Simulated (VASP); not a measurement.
OSZICAR of a VASP run on Cd$_{3}$HgSe$_{4}$ (ordered alloy cell):

**OSZICAR**
```
       N       E                     dE             d eps       ncg     rms          rms(c)
DAV:   1     0.445606233256E+03    0.44561E+03   -0.29725E+04  4652   0.123E+03
DAV:   2     0.262918270917E+01   -0.44298E+03   -0.43457E+03  5219   0.330E+02
DAV:   3    -0.244625704623E+02   -0.27092E+02   -0.26968E+02  5441   0.805E+01
DAV:   4    -0.247664487459E+02   -0.30388E+00   -0.30343E+00  5283   0.804E+00
DAV:   5    -0.247695268941E+02   -0.30781E-02   -0.30775E-02  5349   0.757E-01    0.134E+01
DAV:   6    -0.233754036837E+02    0.13941E+01   -0.33068E+00  5728   0.152E+01    0.104E+01
DAV:   7    -0.233349459017E+02    0.40458E-01   -0.14050E+00  4957   0.495E+00    0.420E+00
DAV:   8    -0.233200262579E+02    0.14920E-01   -0.23785E-01  5006   0.387E+00    0.722E-01
DAV:   9    -0.233168541238E+02    0.31721E-02   -0.34572E-02  5047   0.178E+00    0.216E-01
DAV:  10    -0.233168202959E+02    0.33828E-04   -0.17775E-03  5171   0.339E-01    0.935E-02
DAV:  11    -0.233168905848E+02   -0.70289E-04   -0.47262E-04  5170   0.126E-01    0.317E-02
DAV:  12    -0.233168958288E+02   -0.52440E-05   -0.10392E-04  5024   0.576E-02    0.171E-02
DAV:  13    -0.233168970122E+02   -0.11834E-05   -0.12438E-05  5234   0.161E-02    0.471E-03
DAV:  14    -0.233168980719E+02   -0.10596E-05   -0.23767E-06  4980   0.846E-03    0.544E-03
DAV:  15    -0.233168982160E+02   -0.14412E-06   -0.24847E-07  4098   0.330E-03    0.193E-03
DAV:  16    -0.233168982903E+02   -0.74317E-07   -0.28848E-07  3682   0.257E-03
   1 F= -.23316898E+02 E0= -.23316898E+02  d E =0.000000E+00
```

**Question.** Which electronic solver shows in the log?

**Answer.** It is blocked Davidson (ALGO = Normal, or the opening steps of other solvers). The INCAR had ALGO = Normal.

**Question.** Can the final energy be trusted as converged?

**Answer.** The calculation finished and met its thresholds. It stopped with EDIFF = 1E-7, NELM = 100 (PBEsol GGA, plane waves, VASP's PBE PAW potentials (set 64)).

The structure was generated: Cd3HgSe4 was put into an ordered model structure (Amm2), which need not be its known phase. It was relaxed first.
